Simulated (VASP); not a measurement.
All values below come from PBEsol GGA, VASP's PBE PAW potentials (set 64) (plane waves; VASP).

A VASP calculation is set up with these files.

### INCAR
```
LCHARG  =  .FALSE.
NSW  =  60   # most ionic steps
LWAVE  =  .FALSE.
SYSTEM  =  Eu
PREC  =  Accurate
EDIFF  =  1E-6   # SCF stop (eV)
ALGO  =  Normal   # blocked Davidson
IBRION  =  2   # conjugate gradients
EDIFFG  =  -0.01
ISMEAR  =  1
LREAL  =  .FALSE.
SIGMA  =  0.1
LMAXMIX  =  6
ENCUT  =  400   # plane-wave cut-off (eV)
ISIF  =  3   # ions, shape and volume
GGA  =  PS
NELM  =  100   # most electronic steps
LASPH  =  .TRUE.
```

File POSCAR:
```
Eu
1
   -0.0000000000     2.7390491580     2.7390491580
    2.7390491580    -0.0000000000     2.7390491580
    2.7390491580     2.7390491580    -0.0000000000
Eu
1
Direct
  1.0000000000   1.0000000000   0.0000000000
```

KPOINTS:
```
K-points
0
G
 10 10 10
0 0 0
```

POTCAR, in this order: Eu_2 (PBE.64 set). Program: vasp_std.

What VASP printed:

**OUTCAR**
```
 ion  position               nearest neighbor table
   1  0.000  0.000  0.000-
  LATTYP: Found a face centered cubic cell.
 ALAT       =     5.4780983160
 Subroutine PRICEL returns:
 Original cell was already a primitive cell.
 Subroutine GETGRP returns: Found 48 space group operations
The static configuration has the point symmetry O_h .
The dynamic configuration has the point symmetry O_h .
 Subroutine INISYM returns: Found 48 space group operations
 Subroutine IBZKPT returns following result:
 Found     47 irreducible k-points:

 Following reciprocal coordinates:
            Coordinates               Weight
  0.000000  0.000000  0.000000      1.000000
  0.100000  0.000000  0.000000      8.000000
  0.200000  0.000000  0.000000      8.000000
  0.300000  0.000000  0.000000      8.000000
  0.400000  0.000000  0.000000      8.000000
  0.500000  0.000000  0.000000      4.000000
  0.100000  0.100000  0.000000      6.000000
  0.200000  0.100000  0.000000     24.000000
  0.300000  0.100000  0.000000     24.000000
  0.400000  0.100000  0.000000     24.000000
  0.500000  0.100000  0.000000     24.000000
 -0.400000  0.100000  0.000000     24.000000
 -0.300000  0.100000  0.000000     24.000000
 -0.200000  0.100000  0.000000     24.000000
 -0.100000  0.100000  0.000000     12.000000
  0.200000  0.200000  0.000000      6.000000
  0.300000  0.200000  0.000000     24.000000
  0.400000  0.200000  0.000000     24.000000
  0.500000  0.200000  0.000000     24.000000
 -0.400000  0.200000  0.000000     24.000000
 -0.300000  0.200000  0.000000     24.000000
 -0.200000  0.200000  0.000000     12.000000
  0.300000  0.300000  0.000000      6.000000
  0.400000  0.300000  0.000000     24.000000
  0.500000  0.300000  0.000000     24.000000
...
```

OSZICAR:
```
       N       E                     dE             d eps       ncg     rms          rms(c)
DAV:   1     0.582670762150E+01    0.58267E+01   -0.34024E+03   792   0.674E+02
DAV:   2    -0.200445988642E+01   -0.78312E+01   -0.76401E+01  1144   0.876E+01
DAV:   3    -0.212115862512E+01   -0.11670E+00   -0.11623E+00   984   0.745E+00
DAV:   4    -0.212283664683E+01   -0.16780E-02   -0.16772E-02  1256   0.127E+00
DAV:   5    -0.212283934816E+01   -0.27013E-05   -0.27014E-05   984   0.376E-02    0.722E+00
DAV:   6    -0.213474349684E+01   -0.11904E-01   -0.98172E-04  1168   0.412E-01    0.429E+00
DAV:   7    -0.214144650272E+01   -0.67030E-02   -0.21501E-03  1008   0.582E-01    0.462E-02
DAV:   8    -0.214139608065E+01    0.50422E-04   -0.83879E-05  1296   0.826E-02    0.163E-02
DAV:   9    -0.214139228461E+01    0.37960E-05   -0.70318E-06  1248   0.258E-02    0.516E-03
DAV:  10    -0.214139159002E+01    0.69460E-06   -0.62212E-07   560   0.569E-03
   1 F= -.21413916E+01 E0= -.21409195E+01  d E =-.214139E+01
```

**OUTCAR**
```
------------------------ aborting loop because EDIFF is reached ----------------------------------------
  FORCE on cell =-STRESS in cart. coord.  units (eV):
  Direction    XX          YY          ZZ          XY          YZ          ZX
  --------------------------------------------------------------------------------------
  Total        0.0025408      0.0025408      0.0025408      0.0000000      0.0000000     -0.0000000
  in kB        0.0990486      0.0990486      0.0990486      0.0000000      0.0000000     -0.0000000
  external PRESSURE =       0.0990486 kB  Pullay stress =       0.0000000 kB
  volume of cell :       41.10
      direct lattice vectors                 reciprocal lattice vectors
     0.000000000  2.739049158  2.739049158    -0.182545099  0.182545099  0.182545099
     2.739049158  0.000000000  2.739049158     0.182545099 -0.182545099  0.182545099
     2.739049158  2.739049158  0.000000000     0.182545099  0.182545099 -0.182545099
 POSITION                                       TOTAL-FORCE (eV/Angst)
 -----------------------------------------------------------------------------------
      0.00000      0.00000      0.00000        -0.000000      0.000000      0.000000
 -----------------------------------------------------------------------------------
    total drift:                               -0.000000     -0.000000     -0.000000
  FREE ENERGIE OF THE ION-ELECTRON SYSTEM (eV)
  ---------------------------------------------------
  free  energy   TOTEN  =        -2.1413915900 eV

  energy  without entropy=       -2.1399752728  energy(sigma->0) =       -2.14091948

 reached required accuracy - stopping structural energy minimisation
```
(Selected blocks of OUTCAR.)

The 4f electrons are frozen in the core of the lanthanide potential, so 4f levels, which can set the real gap, and their magnetism are missing.

The structure was generated: Eu was put into the fcc type (Fm-3m), which need not be its known phase. It was relaxed first, which changed the volume by -16 %. The start is the result of an earlier pass.
